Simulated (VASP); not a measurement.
Calculation: PBE GGA, VASP's PBE PAW potentials (set 64) (plane waves; VASP 6.6.1).

VASP input:

### INCAR
```
LMAXMIX  =  4
LREAL  =  .FALSE.   ! projection in real space or not
LWAVE  =  .FALSE.
ALGO  =  Normal   ! blocked Davidson
EDIFF  =  1E-6   ! SCF stop (eV)
ENCUT  =  400   ! plane-wave cut-off (eV)
NELMIN  =  4
SIGMA  =  0.1   ! width (eV)
LDIPOL  =  .TRUE.
LCHARG  =  .FALSE.
PREC  =  Normal
LVHAR  =  .TRUE.
LORBIT  =  11   ! lm-projected
ISMEAR  =  1   ! Methfessel-Paxton
IDIPOL  =  3
LASPH  =  .TRUE.
GGA  =  PE
DIPOL  =  0.5 0.5 0.5
SYSTEM  =  Cu16HO
NELM  =  100
```

File KPOINTS:
```
kpoints
0
Gamma
  6 6 1
0 0 0
```

### POSCAR
```
Cu16HO
1
    5.1357214723     0.0000000000     0.0000000000
    2.5678602332     4.4476652414     0.0000000000
    0.0000000000     0.0000000000    20.3733409520
Cu O H
16 1 1
Direct
  0.9992401167   0.9992401167   0.3465341686
  0.5015197665   0.9992401167   0.3465341686
  0.9992401167   0.5015197665   0.3465341686
  0.5000000000   0.5000000000   0.3465345094
  0.1666670000   0.1666670000   0.4491873591
  0.6672821025   0.1654367950   0.4485524906
  0.1654367950   0.6672821025   0.4485524906
  0.6672821025   0.6672821025   0.4485524906
  0.8338135426   0.3330927287   0.5498970904
  0.3330927287   0.3330927287   0.5498970904
  0.8333330000   0.8333330000   0.5522789210
  0.3330927287   0.8338135426   0.5498970904
  0.9928198659   0.9928198659   0.6524344585
  0.5143602682   0.9928198659   0.6524344585
  0.9928198659   0.5143602682   0.6524344585
  0.5000000000   0.5000000000   0.6473336367
  0.1666670000   0.1666670000   0.7193689064
  0.1666670000   0.1666670000   0.7674830431
```

POTCAR, in this order: Cu O H (PBE.64 set). Program: vasp_std. Read from the step before: WAVECAR.

The run wrote:

OSZICAR:
```
       N       E                     dE             d eps       ncg     rms          rms(c)
DAV:   1    -0.665816103428E+02   -0.66582E+02   -0.50082E-03  2475   0.132E+00    0.102E-01
DAV:   2    -0.665914011053E+02   -0.97908E-02   -0.11580E-01  1882   0.685E+00    0.480E-01
DAV:   3    -0.665808988788E+02    0.10502E-01   -0.70437E-02  1834   0.538E+00    0.237E-02
DAV:   4    -0.665809322553E+02   -0.33376E-04   -0.16003E-04  1884   0.280E-01    0.990E-03
DAV:   5    -0.665809373511E+02   -0.50958E-05   -0.56592E-05  1724   0.971E-02    0.343E-03
DAV:   6    -0.665809386766E+02   -0.13255E-05   -0.12035E-05  1644   0.410E-02    0.302E-03
DAV:   7    -0.665809387596E+02   -0.83041E-07   -0.17136E-06   940   0.201E-02
   1 F= -.66580939E+02 E0= -.66579750E+02  d E =-.356737E-02
```

File OUTCAR:
```
------------------------ aborting loop because EDIFF is reached ----------------------------------------
  FORCE on cell =-STRESS in cart. coord.  units (eV):
  Direction    XX          YY          ZZ          XY          YZ          ZX
  --------------------------------------------------------------------------------------
  Total       -1.8738508     -1.8738508     -1.4433493      0.0000002      0.0000000      0.0000000
  in kB       -6.4513379     -6.4513379     -4.9691970      0.0000007      0.0000000      0.0000000
  external PRESSURE =      -5.9572909 kB  Pullay stress =       0.0000000 kB
  volume of cell :      465.37
      direct lattice vectors                 reciprocal lattice vectors
     5.135721472  0.000000000  0.000000000     0.194714609 -0.112418511  0.000000000
     2.567860233  4.447665241  0.000000000     0.000000000  0.224837065  0.000000000
     0.000000000  0.000000000 20.373340952     0.000000000  0.000000000  0.049083751
 POSITION                                       TOTAL-FORCE (eV/Angst)
 -----------------------------------------------------------------------------------
      7.69773      4.44429      7.06006         0.029132      0.016819      0.012142
      5.14157      4.44429      7.06006        -0.029132      0.016819      0.012142
      6.41965      2.23059      7.06006         0.000000     -0.033639      0.012142
      3.85179      2.22383      7.06007         0.000000      0.000000      0.016046
      1.28393      0.74128      9.15145         0.000000      0.000000     -0.102275
      3.85179      0.73581      9.13851        -0.000000      0.018490     -0.018717
      2.56312      2.96785      9.13851         0.016013     -0.009245     -0.018717
      5.14046      2.96785      9.13851        -0.016013     -0.009245     -0.018717
      5.13757      1.48148     11.20324         0.066167     -0.038202     -0.053332
      2.56601      1.48148     11.20324        -0.066167     -0.038202     -0.053332
      6.41965      3.70639     11.25177        -0.000000      0.000000      0.000016
      3.85179      3.70852     11.20324        -0.000000      0.076403     -0.053332
      7.64827      4.41573     13.29227         0.243896      0.140814      0.129963
      5.19103      4.41573     13.29227        -0.243896      0.140814      0.129963
      6.41965      2.28770     13.29227         0.000000     -0.281627      0.129963
      3.85179      2.22383     13.18835         0.000000      0.000000     -0.032174
      1.28393      0.74128     14.65595         0.000000      0.000000      0.210118
      1.28393      0.74128     15.63619        -0.000000      0.000000     -0.301897
 -----------------------------------------------------------------------------------
    total drift:                                0.004948      0.002856     -0.006487
  FREE ENERGIE OF THE ION-ELECTRON SYSTEM (eV)
  ---------------------------------------------------
  free  energy   TOTEN  =       -66.5809387596 eV

  energy  without entropy=      -66.5773713869  energy(sigma->0) =      -66.57974964

 total charge

# of ion       s       p       d       tot
------------------------------------------
    1        0.449   0.286   9.186   9.921
    2        0.449   0.286   9.186   9.921
    3        0.449   0.286   9.186   9.921
    4        0.452   0.287   9.181   9.920
    5        0.441   0.379   9.173   9.993
    6        0.443   0.372   9.178   9.994
    7        0.443   0.372   9.178   9.994
    8        0.443   0.372   9.178   9.994
    9        0.446   0.379   9.179  10.004
   10        0.446   0.379   9.179  10.004
   11        0.435   0.402   9.163  10.000
   12        0.446   0.379   9.179  10.004
   13        0.424   0.332   9.201   9.957
   14        0.424   0.332   9.201   9.957
   15        0.424   0.332   9.201   9.957
   16        0.460   0.285   9.215   9.960
   17        1.576   3.529   0.000   5.105
   18        0.609   0.110   0.000   0.719
--------------------------------------------------
tot          9.259   9.099 146.965 165.324
```
(Selected blocks of OUTCAR.)

The run did not end as a converged relaxation.  At this cut-off the stress carries a Pulay error, which pulls relaxed volumes low.

The cell is a thin slab with vacuum, built from Cu (fcc): (111) face, OH adsorbed.
